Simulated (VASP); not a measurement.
CuGaSe2 (chalcopyrite): the band gap from VASP (plane waves, PAW) at several levels of theory. Gaps are without spin-orbit coupling. Each level names its cell: its own relaxed one, PBE's, or the starting one. A gap is the smallest over the k-mesh and a band path; hybrids may have named points in place of the path, and GW has the mesh alone.

```csv
level,band gap (eV),error against measurement (eV)
LDA (own cell),0.21,-1.46
PBEsol (own cell),0.15,-1.52
```

Measured: 1.67 eV (as given by Arghya Ghosh et al., Physical Review B (2024), arXiv:2401.16805).

The cell of the LDA (own cell) run:

```cif
data_Cu4Ga4Se8
_chemical_formula_sum 'Ga4 Cu4 Se8'
_space_group_name_H-M_alt 'I-42d'
_space_group_IT_number 122
_space_group_name_Hall 'I -4 2bw'
_cell_length_a 5.51812
_cell_length_b 5.51812
_cell_length_c 10.94323
_cell_angle_alpha 90.000
_cell_angle_beta 90.000
_cell_angle_gamma 90.000
loop_
_atom_site_label
_atom_site_type_symbol
_atom_site_symmetry_multiplicity
_atom_site_Wyckoff_symbol
_atom_site_fract_x
_atom_site_fract_y
_atom_site_fract_z
_atom_site_occupancy
Ga1 Ga 4 b 0.00000 0.00000 0.50000 1
Cu1 Cu 4 a 0.00000 0.00000 0.00000 1
Se1 Se 8 d 0.24132 0.25000 0.12500 1
```
(The calculation used a cell of 8 atoms; values per cell refer to that cell.)

Only levels that ran to the end are used. Left out are those held back, those with too coarse a band path, GW runs whose mesh misses a band edge, hybrids' fits of cells that aren't cubic and levels without matching references; a question may draw on a part of the rest.

The compound is CuGaSe2 in the chalcopyrite structure.
